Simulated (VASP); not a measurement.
Given:

```yaml
crystal:
  lattice:
    - [-1.91710, 1.91710, 4.25129]
    - [1.91710, -1.91710, 4.25129]
    - [1.91710, 1.91710, -4.25129]
  atoms:
    - { symbol: Ta, position: [0.00000, 0.00000, 0.00000] }
    - { symbol: Al, position: [0.50000, 0.50000, 0.00000] }
    - { symbol: Al, position: [0.75000, 0.25000, 0.50000] }
    - { symbol: Al, position: [0.25000, 0.75000, 0.50000] }
```

All values below come from PBEsol GGA, VASP's PBE PAW potentials (set 64) (plane waves; VASP). Numerical set-up: 300 eV cut-off, 11×11×11 Γ-centred mesh, Gaussian smearing of 0.10 eV, potentials Ta_pv Al.

Unless said otherwise, spin-orbit coupling is left out, though it shifts the bands of the heavy elements here.

What does the run give for the energy per atom (σ→0), band gap (on the k-mesh) with the smallest direct gap where there is one?

```yaml
band gap (on the k-mesh): none (metal, semimetal or under 0.01 eV)
energy per atom (σ→0): -6.520 eV/atom
```

Only differences to runs with the same potentials and settings are physical.

The structure comes from a computed database's TaAl3 entry; how it stands against other phases isn't given here. The cell was not relaxed at this level.
